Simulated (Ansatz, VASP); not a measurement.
# LuTlS2: VASP beside Ansatz

One calculation is typed for both programs; each brings its own data sets. How far apart do they land? The cell is taken from a series of runs on this material, whose earlier steps may have relaxed, scaled, displaced or heated it; both programs get it as it stands.

Method: plane waves, with VASP 6.6.1 beside it; relaxation of cell and atoms at PBEsol with D4, in Ansatz 0.2.0.

## 1. Starting point

The structure is trigonal, space group R-3m (No. 166). The conventional cell has a = 3.913 Å, b = 3.913 Å, c = 22.588 Å, α = 90.00°, β = 90.00°, γ = 120.00°. Nearest to Lu lie 6 S at 2.67 Å. Tl has 6 S at 3.25 Å nearest. Nearest to S lie 3 Lu at 2.67 Å and 3 Tl at 3.25 Å. Farther neighbours and most contacts between anions are not listed.

## 2. Ansatz: relaxation of cell and atoms, PBEsol with D4

Ansatz runs on its default PAW (the set named soft_2) files.

The relaxed volume is the usual yardstick between codes: in a stiff, nearly cubic crystal its relative difference is about their pressure difference at one cell divided by the bulk modulus.

input.yaml

```yaml
crystal:
  lattice:
    - [1.9563090142, 1.129475536, 7.5294254479]
    - [-1.9563090142, 1.129475536, 7.5294254479]
    - [0.0, -2.2589510719, 7.5294254479]
  atoms:
    - { symbol: Lu, position: [1.0, 0.0, 0.0] }
    - { symbol: Tl, position: [0.5, 0.5, 0.5] }
    - { symbol: S, position: [0.729900396, 0.729900396, 0.729900396] }
    - { symbol: S, position: [0.270099604, 0.270099604, 0.270099604] }
kpoints:
  mp_grid: { grid: [9, 9, 9] }
hamiltonian:
  xc: pbesol
  dispersion: d4
scf:
  occupations: { method: fixed }
output:
  forces: true
  stress: true
  eigenvalues: true
relax:
  adjacent_minimum: "off"
  f_tol: 0.001
  max_steps: 60
  cell: { stress_tol: 0.01 }
```

Started as:

```
ansatz run input.yaml --threads 2 --pin off --max-ram 5120MiB --backend cpu --events-out ev --progress --plain --runs-dir out
```

Numbers of over 12 decimals in the logs are rounded to 6 here.

The log of the run:

```text
basis.fft_grid_basis auto: the FFT boxes are laid along the combinations [[1, 0, -1], [0, 1, -1], [0, 0, 1]] of the cell's own vectors, 3.913, 3.913 and 7.861 Å long. The dense box has 27×27×54 points. Along the cell's own vectors, as sized, it would have 54×54×54, 4.00 times as many. Of the 12 symmetry operations that the crystal satisfies within crystal.symmetry.tolerance (time reversal apart; of a slab, those that [...]
Engine: ansatz 0.2.0, x86_64-unknown-linux-gnu
Pseudopotentials: kind: paw
Pseudopotential: Lu, paw, valence charge 25, recommended cutoff 420 eV (normal), Lu.paw.azcp
Pseudopotential: Tl, paw, valence charge 13, recommended cutoff 420 eV (normal), Tl.paw.azcp
Pseudopotential: S, paw, valence charge 6, recommended cutoff 420 eV (normal), S.paw.azcp
Functional definition: PBEsol
  exchange = pbesol_x
  correlation = pbesol_c
Crystal: 4 atoms, lattice volume = 99.822 Å³
Basis set: ecut = 420 eV, 1963 PW (Γ), FFT grids on a1−a3, a2−a3, a3, exchange–correlation on 54×54×108 points (8 copies of the dense FFT grid, shifted against one another)
Bands: 30, of which v1, the nominal top of the filled ones, is band 25 counted from 1 (24 counted from 0)
Symmetry: 12 space group operations
Space group: R-3m (ITA 166), of the structure as read, at distance tolerance 4.6e-5 Å
k-points: 85 of 729
Non-local potential: Lu, projectors of the file, l = 0: 3, l = 1: 2, l = 2: 2, l = 3: 3
Non-local potential: Tl, projectors of the file, l = 0: 2, l = 1: 2, l = 2: 2, l = 3: 1
Non-local potential: S, projectors of the file, l = 0: 2, l = 1: 2, l = 2: 2
PAW form: soft (Blöchl's): semilocal exchange-correlation on the pseudo side does not see the compensation charge
PAW frozen core: Lu, regenerated for the run's functional, and the local potential with it (the file was generated under x = pbe(κ = 0.804, μ = 0.219515), c = pbe(β = 0.066725))
PAW frozen core: Tl, regenerated for the run's functional, and the local potential with it (the file was generated under x = pbe(κ = 0.804, μ = 0.219515), c = pbe(β = 0.066725))
PAW frozen core: S, regenerated for the run's functional, and the local potential with it (the file was generated under x = pbe(κ = 0.804, μ = 0.219515), c = pbe(β = 0.066725))
PAW one-centre angular grid: Lu, 590 points (default); XC on 64 Gauss nodes
PAW one-centre angular grid: Tl, 590 points (default); XC on 64 Gauss nodes
PAW one-centre angular grid: S, 110 points (default); XC on 64 Gauss nodes
Initial density: superposition of atomic densities (neutral atoms: chi_scale 0, normalization atom), corrected by the library's trained network
Initial wavefunctions: pseudopotential atomic-orbital guess
Functional: x = pbesol(κ = 0.804, μ = 0.123457), c = pbesol(β = 0.046)
SCF iter   1: F=—  HF=-27683.524478 eV  |F-HF|=—  |Δ(HF+E_count)|=         —  Δρ=4.47e-3  dr2=3.51e-2  ethr=1.77e-3  ⟨swp⟩=5.3  Hψ=10547  notcnv=0  defer=223
preconditioner: auto → Resta (q_TF=auto, 2.431 Å⁻¹)  ε∞=7.5  [insulator: Δε(μ)=1.014 eV  Ē_g=9.443 eV  n_scr=28 (ndim 8)  ℏωp=24.1 eV  f_vac=0.015  ε∞_Penn≈7.5]
SCF iter   2: F=—  HF=-27683.514395 eV  |F-HF|=—  |Δ(HF+E_count)|=   1.01e-2  Δρ=1.85e-3  dr2=5.78e-3  ethr=7.02e-5  ⟨swp⟩=2.9  Hψ=5648  notcnv=0  defer=253
SCF iter   3: F=—  HF=-27683.513301 eV  |F-HF|=—  |Δ(HF+E_count)|=   1.09e-3  Δρ=5.80e-4  dr2=2.34e-4  ethr=1.16e-5  ⟨swp⟩=3.6  Hψ=4649  notcnv=0  defer=252
SCF iter   4: F=—  HF=-27683.513261 eV  |F-HF|=—  |Δ(HF+E_count)|=   4.04e-5  Δρ=3.23e-4  dr2=7.82e-5  ethr=4.67e-7  ⟨swp⟩=3.0  Hψ=6047  notcnv=0  defer=252
SCF iter   5: F=—  HF=-27683.513237 eV  |F-HF|=—  |Δ(HF+E_count)|=   2.36e-5  Δρ=1.07e-4  dr2=1.68e-5  ethr=1.56e-7  ⟨swp⟩=3.1  Hψ=5509  notcnv=0  defer=224
SCF iter   6: F=—  HF=-27683.513255 eV  |F-HF|=—  |Δ(HF+E_count)|=   1.82e-5  Δρ=3.36e-5  dr2=1.67e-6  ethr=3.36e-8  ⟨swp⟩=2.1  Hψ=3964  notcnv=0  defer=234
SCF iter   7: F=-27683.513257 eV  HF=-27683.513257 eV  |F-HF|=4.24e-8  |Δ(HF+E_count)|=   1.35e-6  Δρ=8.86e-6  dr2=8.96e-8  ethr=2.00e-10  ⟨swp⟩=12.8  Hψ=21764  notcnv=0
WARN: dispersion: an atom stands within reach of a switch of its C6 between two reference coordination numbers of its element: through that C6 alone, e_disp changes by 0.025 eV or more while the distances to its neighbours run over a stretch of 0.05 Å that contains this geometry (sites counted from 0 in the run's list of atoms or, in a supercell that it derives, in that cell's: here a list of 4) — site 1 (Tl): coordination number 2.122 (about 1.64 to 2.60 with every neighbour 0.05 Å farther or nearer), switch near 2.190 between the references 1.735 (weight 0.68) and 2.645 (weight 0.32), e_disp changing by some 0.05 eV. [rest of the remark cut]
SCF 1 converged in 7 iterations: F = -27683.513257 eV  dr2 = 8.96e-8
  greatest PAW one-centre occupation: 0.998 electrons in one spin orbital (limit 2), on the Lu atom at site 0 (counted from 0), in its partial waves of l = 0
relax step   1: F+E_penalty+E_count = -27683.51325663 eV  Δ(F+E_penalty+E_count) = +0.000e0 eV  max|allowed force component| = 3.296e-4 eV/Å  Δτ_max = 0.0000 Å  P = +0.001 GPa  Ω = 99.822 Å³  (7 SCF iters, dr2 threshold 1.00e-7 eV, accepted)
Initial density: handed on by an earlier stage of this run
Initial wavefunctions: pseudopotential atomic-orbital guess (no wavefunctions were taken with the density)
iter 1 solved again at ethr=4.82e-8 eV; its pass at ethr=3.10e-3 eV (dr2=2.41e-5 eV) is discarded
SCF iter   1: F=—  HF=-27683.513242 eV  |F-HF|=—  |Δ(HF+E_count)|=         —  Δρ=9.01e-6  dr2=9.30e-8  ethr=4.82e-8  ⟨swp⟩=4.9  Hψ=21182  notcnv=0  defer=250
preconditioner: auto → Resta (q_TF=auto, 2.431 Å⁻¹)  ε∞=7.5  [insulator: Δε(μ)=1.087 eV  Ē_g=9.470 eV  n_scr=28 (ndim 8)  ℏωp=24.1 eV  f_vac=0.013  ε∞_Penn≈7.5]
SCF iter   2: F=—  HF=-27683.513257 eV  |F-HF|=—  |Δ(HF+E_count)|=   1.45e-5  Δρ=5.51e-6  dr2=3.66e-8  ethr=1.86e-10  ⟨swp⟩=2.9  Hψ=6018  notcnv=0  defer=231
SCF iter   3: F=—  HF=-27683.513257 eV  |F-HF|=—  |Δ(HF+E_count)|=   3.89e-8  Δρ=3.32e-6  dr2=1.23e-8  ethr=7.32e-11  ⟨swp⟩=2.7  Hψ=5067  notcnv=0  defer=231
SCF iter   4: F=—  HF=-27683.513257 eV  |F-HF|=—  |Δ(HF+E_count)|=   2.54e-9  Δρ=1.25e-6  dr2=2.53e-9  ethr=2.46e-11  ⟨swp⟩=3.0  Hψ=5419  notcnv=0  defer=231
SCF iter   5: F=—  HF=-27683.513257 eV  |F-HF|=—  |Δ(HF+E_count)|=   1.82e-9  Δρ=3.65e-7  dr2=2.23e-10  ethr=5.05e-12  ⟨swp⟩=2.3  Hψ=4603  notcnv=0  defer=231
SCF iter   6: F=—  HF=-27683.513257 eV  |F-HF|=—  |Δ(HF+E_count)|=  8.37e-11  Δρ=8.78e-8  dr2=9.96e-12  ethr=1.00e-12  ⟨swp⟩=2.0  Hψ=3958  notcnv=0  defer=231
SCF iter   7: F=—  HF=-27683.513257 eV  |F-HF|=—  |Δ(HF+E_count)|=  3.64e-12  Δρ=3.70e-8  dr2=2.10e-12  ethr=1.00e-12  ⟨swp⟩=1.0  Hψ=2469  notcnv=0  defer=231
SCF iter   8: F=—  HF=-27683.513257 eV  |F-HF|=—  |Δ(HF+E_count)|=    0.00e0  Δρ=1.13e-8  dr2=1.94e-13  ethr=1.00e-12  ⟨swp⟩=14.6  Hψ=21471  notcnv=0
SCF iter   9: F=-27683.513257 eV  HF=-27683.513257 eV  |F-HF|=3.64e-12  |Δ(HF+E_count)|=    0.00e0  Δρ=4.90e-9  dr2=2.89e-14  ethr=1.00e-12  ⟨swp⟩=6.3  Hψ=13215  notcnv=0
WARN: dispersion: an atom stands within reach of a switch of its C6 between two reference coordination numbers of its element: through that C6 alone, e_disp changes by 0.025 eV or more while the distances to its neighbours run over a stretch of 0.05 Å that contains this geometry (sites counted from 0 in the run's list of atoms or, in a supercell that it derives, in that cell's: here a list of 4) — site 1 (Tl): coordination number 2.122 (about 1.64 to 2.60 with every neighbour 0.05 Å farther or nearer), switch near 2.190 between the references 1.735 (weight 0.68) and 2.645 (weight 0.32), e_disp changing by some 0.05 eV. [rest of the remark cut]
SCF 2 converged in 9 iterations: F = -27683.513257 eV  dr2 = 2.89e-14
relax step   2: F+E_penalty+E_count = -27683.51325666 eV  Δ(F+E_penalty+E_count) = -2.223e-8 eV  max|allowed force component| = 2.879e-4 eV/Å  Δτ_max = 0.0000 Å  P = +0.001 GPa  Ω = 99.822 Å³  stress off target by 1.61e-3 GPa  SCF on the basis re-selected at this cell (its energy is not comparable with the rows above)  (9 SCF iters)
basis re-selected at this cell: Δ(F+E_penalty+E_count) = -2.223e-8 eV, ΔP = -0.000 GPa vs the last step (what re-selecting the basis moved, of the pressure what is left beyond the Pulay correction that the steps carried, after the strain that the cell walked since its last selection, with what the two solves' SCF thresholds leave and, on support functions, any second-order correction that the steps lacked; it is no m [...]
SCF converged after 9 iterations
Free energy (F): -27683.513257 eV
Harris-Foulkes:  -27683.513257 eV  (|F-HF|=3.64e-12)
Internal energy: -27683.513257 eV  (E = F + TS)
E sigma→0 (E₀):  -27683.513257 eV
Fermi energy:    8.811261 eV
--- Per-component energies (eV) ---
  E_band       = -90.035102
  E_kinetic    = 965.028832
  E_local      = -9671.723474  (includes V_loc(G=0)·N_el)
  E_nonlocal   = 958.446571
  E_hartree    = 4082.365603
  E_xc         = -639.255658
  E_vxc        = -576.402726  (∫ρ·V_xc dr)
  E_paw        = -18438.841873  (= ΣΔE_a)
  E_vpaw       = 69.884428  (= ΣTr[D̂ρ^β])
  E_aug_tail   = 0.000065  (compensation charges beyond the density's cutoff)
  E_ewald      = -4940.137208
  E_disp       = -0.750446  (pairwise vdW)
  E_core_change = 1.354331  (= ΣΔE_core)
  E_smearing   = -0.000000  (= −TS)
  E_closure    = 0.000000  (closes the sum)
  Σ components = -27683.513257   (vs F -27683.513257, Δ=0.00e0)
--- Forces (eV/Å), atoms counted from 1 ---
  atom   1  Lu     0.00000000     0.00000000     0.00000000
  atom   2  Tl    -0.00000000     0.00000000    -0.00000000
  atom   3  S     -0.00000000     0.00000000     0.00028786
  atom   4  S     -0.00000000    -0.00000000    -0.00028786
  max |Σ_I F_I| component: 6.94e-18 eV/Å
--- Stress (GPa, compression-positive) ---
        0.001609       0.000000       0.000000
        0.000000       0.001609      -0.000000
        0.000000      -0.000000       0.000081
  P = ⅓ Tr σ = 0.0011 GPa (0.011 kbar)
--- Band table (eV; the first three rows and the last of 85) ---
  k-point 0: bands = [... 21 lower, 6.2965, 6.8648, 7.9463, 7.9463, 11.7144, 11.7144, 11.8976, 12.5263, ... 1 higher]
  k-point 1: bands = [... 21 lower, 6.2142, 7.2549, 7.7215, 7.7777, 11.5411, 11.9858, 12.1640, 12.2912, ... 1 higher]
  k-point 2: bands = [... 21 lower, 6.2995, 7.3761, 7.4473, 7.4715, 11.1245, 11.8297, 12.5688, 12.5860, ... 1 higher]
  k-point 84: bands = [... 21 lower, 6.1966, 7.3327, 7.8071, 8.6450, 11.4127, 11.9808, 12.0100, 12.4245, ... 1 higher]
--- Relaxed structure (1 steps of the walk, 1 accepted, 1 SCFs on fresh bases) ---
  F+E_penalty+E_count = -27683.51325666 eV   max|allowed force component| = 2.879e-4 eV/Å   (the final SCF, on the basis selected at the relaxed cell)
  cell:  # Å, volume = 99.8223 Å³
    - [1.956309, 1.129476, 7.529425]
    - [-1.956309, 1.129476, 7.529425]
    - [0.0, -2.258951, 7.529425447905]
  atoms:
    - { symbol: Lu, position: [1.0, 5.551115123125783e-17, 0.0] }
    - { symbol: Tl, position: [0.5, 0.5, 0.500000] }
    - { symbol: S, position: [0.729900396, 0.729900396, 0.729900] }
    - { symbol: S, position: [0.270099604, 0.270099604, 0.270099604] }
```

(Continued in part 2 of 2.)

[Lines on the potential files, build, host, timing and source positions are cut from VASP's logs without a mark.]

[Logs are printed without paths, hosts, clocks, repeated set-up lines and the standing remarks that a program may print on its own settings, such as how far it seeks lower states.]

[Hosts, paths, dates, database ids (printed as entryN), source tags and the programs' standing remarks are cut or masked in the printed files.]
